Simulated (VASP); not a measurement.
Input:

```
CELL_PARAMETERS angstrom
      0.00000     3.05709     3.05709
      3.05709     0.00000     3.05709
      3.05709     3.05709     0.00000
ATOMIC_POSITIONS crystal
  In 0.00000 0.00000 0.00000
  As 0.25000 0.25000 0.25000
```

Method: PBE GGA with D3 dispersion (Becke-Johnson damping), VASP's PBE PAW potentials (set 64) (plane waves; VASP 6.6.1). Numerical set-up: 520 eV cut-off, 9×9×9 Γ-centred mesh, first-order Methfessel-Paxton smearing of 0.10 eV, potentials In_d As.

Unless said otherwise, spin-orbit coupling is left out, though it shifts the bands of the heavy elements here.

Q: Estimate the energy per atom (σ→0), band gap (on the k-mesh) with the smallest direct gap where there is one.

A: 
```json
{
 "band gap (on the k-mesh)": "none (metal, semimetal or under 0.01 eV)",
 "energy per atom (σ→0)": "-4.164 eV/atom"
}
```

Only differences to runs with the same potentials and settings are physical.

The compound is InAs in the zinc blende structure. It was relaxed first. The start is the result of an earlier pass.
